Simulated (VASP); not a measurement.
Calculation: r2SCAN meta-GGA, VASP's PBE PAW potentials (set 64) (plane waves; VASP 6.6.1).

VASP input:

INCAR:
```
SYSTEM = AlInSb2
PREC = Accurate; ENCUT = 400; LREAL = .FALSE.
LASPH = .TRUE.
EDIFF = 1E-7; NELM = 100; ALGO = Normal
LMAXMIX = 4; LMIXTAU = .TRUE.
ISMEAR = -5
METAGGA = R2SCAN
ISIF = 2
LWAVE = .FALSE.; LCHARG = .FALSE.; LORBIT = 11
NEDOS = 601
LEFG = .TRUE.
```

### KPOINTS_OPT
```
k-points along high-symmetry lines
6
Line-mode
Reciprocal
  0.000000   0.000000   0.000000 ! GAMMA
  0.000000   0.500000   0.000000 ! X

  0.000000   0.500000   0.000000 ! X
  0.500000   0.500000   0.000000 ! M

  0.500000   0.500000   0.000000 ! M
  0.000000   0.000000   0.000000 ! GAMMA

  0.000000   0.000000   0.000000 ! GAMMA
  0.000000   0.000000   0.500000 ! Z

  0.000000   0.000000   0.500000 ! Z
  0.000000   0.500000   0.500000 ! R

  0.000000   0.500000   0.500000 ! R
  0.500000   0.500000   0.500000 ! A

  0.500000   0.500000   0.500000 ! A
  0.000000   0.000000   0.500000 ! Z

  0.000000   0.500000   0.000000 ! X
  0.000000   0.500000   0.500000 ! R

  0.500000   0.500000   0.000000 ! M
  0.500000   0.500000   0.500000 ! A
```

File POSCAR:
```
AlInSb2
1
    4.5105957026     0.0000000000     0.0000000000
    0.0000000000     4.5105957026     0.0000000000
   -0.0000000000     0.0000000000     6.3289825215
Al In Sb
1 1 2
Direct
  0.0000000000   0.0000000000   0.0000000000
  0.5000000000   0.5000000000   0.5000000000
  0.0000000000   0.5000000000   0.2332186917
  0.5000000000   0.0000000000   0.7667813083
```

**KPOINTS**
```
kpoints
0
Gamma
  6 6 4
```

POTCAR, in this order: Al In_d Sb (PBE.64 set). Program: vasp_std.

### Question
What will the output report for the number of irreducible k-points (NKPTS), number of bands (NBANDS), largest plane-wave count, number of space-group operations, FFT grid (NGX, NGY, NGZ)?

### Answer

```
Quantity                                       Value
--------------------------------------  ------------
number of irreducible k-points (NKPTS)            30
number of bands (NBANDS)                          17
largest plane-wave count                        2373
number of space-group operations                   8
FFT grid (NGX, NGY, NGZ)                30 × 30 × 42
```

The structure comes from a computed database's AlInSb2 entry (P-4m2); how it stands against other phases isn't given here. It was relaxed first.
